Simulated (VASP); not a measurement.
Method: optB88-vdW, VASP's PBE PAW potentials (set 64) (plane waves; VASP).

VASP input:

### KPOINTS
```
Automatic mesh
0
gamma
  5 5 7
0 0 0
```

### INCAR
```
AGGAC = 0.0
ALGO = Normal
EDIFF = 1E-7
EDIFFG = -0.01
ENCUT = 520
GGA = BO
IBRION = 2
ISIF = 4
ISMEAR = 0
LASPH = T
LCHARG = F
LMAXMIX = 4
LREAL = F
LUSE_VDW = T
LWAVE = F
NELM = 100
NSW = 30
PARAM1 = 0.1833333333
PARAM2 = 0.22
PREC = Accurate
SIGMA = 0.05
SYSTEM = SnO2
```

**POSCAR**
```
SnO2
1.0
  4.7052889416   0.0000000000   0.0000000000
  0.0000000000   4.7052889416   0.0000000000
  0.0000000000   0.0000000000   3.1786891628
Sn O
2 4
Direct
  0.0000000000   0.0000000000   0.0000000000
  0.5000000000   0.5000000000   0.5000000000
  0.3061898858   0.3061898858   0.0000000000
  0.8061898858   0.1938101142   0.5000000000
  0.1938101142   0.8061898858   0.5000000000
  0.6938101142   0.6938101142   0.0000000000
```

POTCAR, in this order: Sn_d O (PBE.64 set). Program: vasp_std.

Q: What will the output report for the number of irreducible k-points (NKPTS), largest plane-wave count, number of space-group operations, FFT grid (NGX, NGY, NGZ)?

A: 
| Quantity | Result |
|---|---|
| number of irreducible k-points (NKPTS) | 24 |
| largest plane-wave count | 1915 |
| number of space-group operations | 16 |
| FFT grid (NGX, NGY, NGZ) | 36 × 36 × 24 |

The compound is SnO2 in the rutile structure. This cell is one point of a volume scan, at 0.94 of the reference volume. Symmetry was kept, so distortions that lower it aren't found.
